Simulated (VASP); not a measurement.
# Li: surface energy and work function by face, part 4 of 4

How do surface energy, work function and relaxation of Li depend on the face?

VASP 6.6.1; PBE; plane waves and PAW (Li).

So far. Step 6 (Surface relaxation, 9 atoms, face Li(100)): The run ended after 4 ionic steps, 0.007 eV below its first step, once the forces on the free atoms met EDIFFG = -0.03. Step 7 (Vacuum level and density of states, 9 atoms, face …): The vacuum level lies 3.01 eV above the Fermi level at the upper face; both faces agree, as the slab has next to no dipole.

### Step 8. Relaxing the slab, 11 atoms, face Li(111)

System of this step: Li(111). The cell holds 11 atoms: 11 Li. Cell: a = 4.863 Å, b = 4.863 Å, c = 24.927 Å, α = 90.0°, β = 90.0°, γ = 60.0°. It derives from Li. 11 layers of bcc Li, cut at this functional's lattice. Vacuum lies along c.

Contents of INCAR:

```
SYSTEM = Li
PREC = Normal
ENCUT = 320
EDIFF = 1E-05
NELM = 120
ISMEAR = 1
SIGMA = 0.15
LREAL = .FALSE.
ALGO = Fast
GGA = PE
NBANDS = 16
LORBIT = 11
LWAVE = .FALSE.
LCHARG = .FALSE.
KPAR = 4
LASPH = .TRUE.
IBRION = 2
NSW = 40
ISIF = 2
EDIFFG = -0.03
POTIM = 0.4
MAXMIX = 40
```

Contents of POSCAR:

```
Li
1.0
    4.8630899891      0.0000000000      0.0000000000
    2.4315449945      4.2115594714      0.0000000000
    0.0000000000      0.0000000000     24.9267408721
Li
11
Direct
    0.6666666700      0.6666666700      0.3008816900
    0.0000000000      0.0000000000      0.3407053500
    0.3333333300      0.3333333300      0.3805290200
    0.6666666700      0.6666666700      0.4203526800
    0.0000000000      0.0000000000      0.4601763400
    0.3333333300      0.3333333300      0.5000000000
    0.6666666700      0.6666666700      0.5398236600
    0.0000000000      0.0000000000      0.5796473200
    0.3333333300      0.3333333300      0.6194709800
    0.6666666700      0.6666666700      0.6592946500
    0.0000000000      0.0000000000      0.6991183100
```

Contents of KPOINTS:

```
Automatic mesh
0
Gamma
9 9 1
0 0 0
```

PAW data sets: Li (PBE family, release 64).

On the command line:

```sh
> mpirun -np 4 vasp_std
```

The program printed:

```text
[banner, memory and clock lines left out]
running    4 mpi-ranks, on    1 nodes
[...]
LDA part: xc-table for (Slater+PW92), standard interpolation
 POSCAR, INCAR and KPOINTS ok, starting setup
[...]
entering main loop
       N       E                     dE             d eps       ncg     rms          rms(c)
DAV:   1    -0.650190431475E+01   -0.65019E+01   -0.18972E+03   384   0.270E+02
DAV:   2    -0.209684059337E+02   -0.14467E+02   -0.13057E+02   552   0.404E+01
DAV:   3    -0.217710144082E+02   -0.80261E+00   -0.79226E+00   512   0.104E+01
DAV:   4    -0.218113294648E+02   -0.40315E-01   -0.40304E-01   624   0.256E+00
[...]
RMM:  18    -0.194589613917E+02   -0.29114E-04   -0.61060E-06   290   0.855E-03    0.649E-04
RMM:  19    -0.194589770419E+02   -0.15650E-04   -0.26716E-06   261   0.564E-03    0.278E-04
RMM:  20    -0.194589781760E+02   -0.11342E-05   -0.71133E-07   227   0.368E-03
   1 F= -.19458978E+02 E0= -.19456570E+02  d E =-.194590E+02
[... from here on, the cycles between the ionic steps are left out ...]
   2 F= -.19462783E+02 E0= -.19460398E+02  d E =-.380459E-02
   3 F= -.19473256E+02 E0= -.19470945E+02  d E =-.142774E-01
   4 F= -.19489890E+02 E0= -.19487730E+02  d E =-.309122E-01
   5 F= -.19505364E+02 E0= -.19503469E+02  d E =-.463861E-01
   6 F= -.19505590E+02 E0= -.19503723E+02  d E =-.466119E-01
   7 F= -.19508682E+02 E0= -.19506825E+02  d E =-.309236E-02
   8 F= -.19512006E+02 E0= -.19510187E+02  d E =-.641584E-02
[...]
reached required accuracy - stopping structural energy minimisation
```

Wall time 86 s (4 MPI ranks of AMD EPYC 7R13 (Zen 3), shared host); peak memory 0.97 GiB.

Parts of OUTCAR (step 8):

```text
  Total       -0.6311147     -0.6311147     -0.1184671      0.0000000      0.0000000     -0.0000000
  in kB       -1.9806062     -1.9806062     -0.3717813      0.0000000      0.0000000     -0.0000000
  external PRESSURE =      -1.4443313 kB  Pullay stress =       0.0000000 kB

 POSITION                                       TOTAL-FORCE (eV/Angst)
 -----------------------------------------------------------------------------------
      4.86309      2.80771      7.47172        -0.000000     -0.000000     -0.008450
      0.00000      0.00000      8.67038         0.000000      0.000000      0.014790
      2.43154      1.40385      9.37732        -0.000000      0.000000      0.021229
      4.86309      2.80771     10.38907         0.000000      0.000000     -0.005818
      4.86309      0.00000     11.55402         0.000000      0.000000     -0.004557
      2.43154      1.40385     12.46337         0.000000     -0.000000     -0.000000
      4.86309      2.80771     13.37272        -0.000000     -0.000000      0.004557
      4.86309      0.00000     14.53767        -0.000000     -0.000000      0.005818
      2.43154      1.40385     15.54942        -0.000000     -0.000000     -0.021229
      4.86309      2.80771     16.25636        -0.000000     -0.000000     -0.014790
      7.29463      4.21156     17.45502         0.000000     -0.000000      0.008450
 -----------------------------------------------------------------------------------
    total drift:                                0.000000      0.000000      0.000000

  FREE ENERGIE OF THE ION-ELECTRON SYSTEM (eV)
  ---------------------------------------------------
  free  energy   TOTEN  =       -19.5120059197 eV

  energy  without entropy=      -19.5065495472  energy(sigma->0) =      -19.51018713

[... 1 part as in an earlier step ...]

[... 3 further parts left out ...]
[key lines of the parts left out:]
E-fermi :  -1.2694
```

The run keeps the 12 symmetry operations of its start, so it cannot find a distortion of lower symmetry.

The steps of the relaxation:

```tsv
step	energy less that of the first step (eV)	largest force (eV/Å)
1	0.0000	0.1721
2	-0.0038	0.1651
3	-0.0143	0.1449
4	-0.0309	0.1031
5	-0.0464	0.0831
6	-0.0466	0.0885
7	-0.0497	0.0626
8	-0.0530	0.0212
```

The atoms that moved most (Å):

```tsv
atom	dx	dy	dz	length
Li2	0.000	0.000	0.178	0.178
Li10	0.000	0.000	-0.178	0.178
Li9	0.000	0.000	0.108	0.108
Li3	0.000	0.000	-0.108	0.108
Li8	0.000	0.000	0.089	0.089
Li4	0.000	0.000	-0.089	0.089
Li7	0.000	0.000	-0.083	0.083
Li5	0.000	0.000	0.083	0.083
```

The relaxed structure:

```xyz
11
Lattice="4.8631 0.0000 0.0000 2.4315 4.2116 0.0000 0.0000 0.0000 24.9267" Properties=species:S:1:pos:R:3
Li    4.8631    2.8077    7.4717
Li    0.0000    0.0000    8.6704
Li    2.4315    1.4039    9.3773
Li    4.8631    2.8077   10.3891
Li    0.0000    0.0000   11.5540
Li    2.4315    1.4039   12.4634
Li    4.8631    2.8077   13.3727
Li    0.0000    0.0000   14.5377
Li    2.4315    1.4039   15.5494
Li    4.8631    2.8077   16.2564
Li    0.0000    0.0000   17.4550
```

The run ended after 8 ionic steps, 0.053 eV below its first step, once the forces on the free atoms met EDIFFG = -0.03.

### Step 9. Vacuum level and density of states, 11 atoms, face Li(111)

Contents of INCAR:

```
SYSTEM = Li
PREC = Normal
ENCUT = 320
EDIFF = 1E-06
NELM = 120
ISMEAR = 1
SIGMA = 0.15
LREAL = .FALSE.
ALGO = Fast
GGA = PE
NBANDS = 16
LORBIT = 11
LWAVE = .FALSE.
LCHARG = .TRUE.
KPAR = 4
LASPH = .TRUE.
IDIPOL = 3
LDIPOL = .TRUE.
DIPOL = 0.5 0.5 0.5
LVHAR = .TRUE.
LVACPOTAV = .TRUE.
NEDOS = 1500
```

Contents of POSCAR:

```
Li
1.0
    4.8630899891      0.0000000000      0.0000000000
    2.4315449945      4.2115594714      0.0000000000
    0.0000000000      0.0000000000     24.9267408721
Li
11
Direct
    0.6666666700      0.6666666700      0.2997471925
    0.0000000000      0.0000000000      0.3478343985
    0.3333333300      0.3333333300      0.3761950638
    0.6666666700      0.6666666700      0.4167842534
    0.0000000000      0.0000000000      0.4635190451
    0.3333333300      0.3333333300      0.5000000000
    0.6666666700      0.6666666700      0.5364809549
    0.0000000000      0.0000000000      0.5832157466
    0.3333333300      0.3333333300      0.6238049362
    0.6666666700      0.6666666700      0.6521656015
    0.0000000000      0.0000000000      0.7002528075
```

KPOINTS is that of step 8.

On the command line:

```sh
> mpirun -np 4 vasp_std
```

The program printed:

```text
[... set-up lines as in an earlier step ...]
 entering main loop
       N       E                     dE             d eps       ncg     rms          rms(c)
DAV:   1    -0.654723611184E+01   -0.65472E+01   -0.18987E+03   384   0.270E+02
DAV:   2    -0.209764075407E+02   -0.14429E+02   -0.13040E+02   544   0.405E+01
DAV:   3    -0.217656503340E+02   -0.78924E+00   -0.78073E+00   512   0.104E+01
DAV:   4    -0.218053615539E+02   -0.39711E-01   -0.39697E-01   616   0.254E+00
[...]
RMM:  19    -0.195120064586E+02   -0.13804E-04   -0.43603E-06   426   0.635E-03    0.397E-04
RMM:  20    -0.195120076165E+02   -0.11579E-05   -0.10090E-06   379   0.360E-03    0.248E-04
RMM:  21    -0.195120077304E+02   -0.11386E-06   -0.26221E-07   331   0.214E-03
 [... a notice as in an earlier step ...]

   1 F= -.19512008E+02 E0= -.19510187E+02  d E =-.546365E-02
```

Wall time 37 s (4 MPI ranks); peak memory 0.89 GiB.

Parts of OUTCAR (step 9):

```text
  Total       -0.6313107     -0.6313107     -0.1196191      0.0000000      0.0000000     -0.0000000
  in kB       -1.9812212     -1.9812212     -0.3753965      0.0000000      0.0000000     -0.0000000
  external PRESSURE =      -1.4459463 kB  Pullay stress =       0.0000000 kB

 POSITION                                       TOTAL-FORCE (eV/Angst)
 -----------------------------------------------------------------------------------
      4.86309      2.80771      7.47172         0.000000     -0.000000     -0.008415
      0.00000      0.00000      8.67038        -0.000000     -0.000000      0.014654
      2.43154      1.40385      9.37732         0.000000      0.000000      0.020594
      4.86309      2.80771     10.38907        -0.000000     -0.000000     -0.006426
      0.00000      0.00000     11.55402         0.000000      0.000000     -0.004477
      2.43154      1.40385     12.46337         0.000000      0.000000     -0.000000
      4.86309      2.80771     13.37272         0.000000     -0.000000      0.004477
      0.00000      0.00000     14.53767         0.000000      0.000000      0.006426
      2.43154      1.40385     15.54942         0.000000      0.000000     -0.020594
      4.86309      2.80771     16.25636        -0.000000      0.000000     -0.014654
      0.00000      0.00000     17.45502         0.000000      0.000000      0.008415
 -----------------------------------------------------------------------------------
    total drift:                                0.000000      0.000000      0.000000

  FREE ENERGIE OF THE ION-ELECTRON SYSTEM (eV)
  ---------------------------------------------------
  free  energy   TOTEN  =       -19.5120077304 eV

  energy  without entropy=      -19.5065440849  energy(sigma->0) =      -19.51018652

[... 2 parts as in an earlier step ...]

[... 1 further part left out ...]
[key lines of the parts left out:]
E-fermi :  -1.2696
```

The map of layer states is cut here 0.5 eV above the Fermi level, so it leaves out the states above that.

The vacuum level lies 2.73 eV above the Fermi level at the upper face; both faces agree, as the slab has next to no dipole.

The program found no field-free point at its default tolerance, but its printed level agrees with the flat part of the planar average.

On this mesh the fine structure of the density of states is sampling noise, and high empty states may be cut by the number of bands.

### Step 10. The faces side by side

This step: surfaces of a metal, PBE; plane waves and PAW (VASP 6.6.1).

Derived from the runs above.

Symmetric slabs, all atoms free. All faces:

```tsv
face	layers	area a surface atom (Å²)	work function (eV)	surface energy as cut (J/m²)	surface energy relaxed (J/m²)	change of the top spacing (%)
Li(110)	7	8.361	3.181	0.5057	0.4986	-3.94
Li(100)	9	11.82	3.014	0.4603	0.4553	3.66
Li(111)	11	20.48	2.729	0.557	0.5363	20.75
```

Each surface energy is the slab's energy less its number of atoms times the bulk energy of -1.8983 eV, over twice the cell's area.

### Step 11. Results

| Property | Result |
| --- | --- |
| Li(110) | 0.50 J/m², 3.18 eV |
| Li(100) | 0.46 J/m², 3.01 eV |
| Li(111) | 0.54 J/m², 2.73 eV |

What this shows: The cheapest face is Li(100) at 0.46 J/m², against 0.50 for Li(110) and 0.54 for Li(111). The work functions are 3.18 eV for Li(110), 3.01 eV for Li(100) and 2.73 eV for Li(111). The densest face has the highest work function, as the smoothing of the electron density over an open face lowers the surface dipole. The densest face is not the cheapest here. The top spacing changes by -3.9 % on Li(110), +3.7 % on Li(100) and +20.8 % on Li(111). One thickness was run for each face, and bulk and slab meshes don't match, which leaves some hundredths of a J/m². The cells are 1 × 1 and can't reconstruct.

[Lines on the potential files, build, host, timing and source positions are cut from VASP's logs without a mark.]

[Logs are printed without paths, hosts, clocks, repeated set-up lines and the standing remarks that a program may print on its own settings, such as how far it seeks lower states.]

[Hosts, paths, dates, database ids (printed as entryN), source tags and the programs' standing remarks are cut or masked in the printed files.]

[Runs that stopped without an error message from VASP are left out.]
